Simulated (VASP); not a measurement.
CoSi$_{2}$ (fluorite): the lattice constant a from VASP (plane waves, PAW) at several levels of theory. Static lattice.  The measured value holds thermal and zero-point effects that the static calculation lacks.

```csv
level,lattice constant a (Å),error against measurement
revPBE,5.377,+0.2 %
PW91,5.365,+0.0 %
PBE-D3 (zero damping),5.318,-0.9 %
optB86b-vdW,5.345,-0.4 %
vdW-DF2,5.468,+1.9 %
vdW-DF-cx,5.330,-0.7 %
TPSS,5.319,-0.9 %
MS2,5.315,-0.9 %
```

Measured: 5.365 Å (as given by Ganesh Hegde et al., Applied Physics Letters (2014), arXiv:1405.1317).

The cell of the revPBE run:

```
CoSi2
1.0
    0.00000     2.68866     2.68866
    2.68866     0.00000     2.68866
    2.68866     2.68866     0.00000
Co Si
1 2
Cartesian
  0.00000   0.00000   0.00000
  1.34433   1.34433   1.34433
  4.03300   4.03300   4.03300
```

Only levels that ran to the end are used. Left out are those held back, those with too coarse a band path, GW runs whose mesh misses a band edge, hybrids' fits of cells that aren't cubic and levels without matching references; a question may draw on a part of the rest.

The compound is CoSi2 in the fluorite structure.
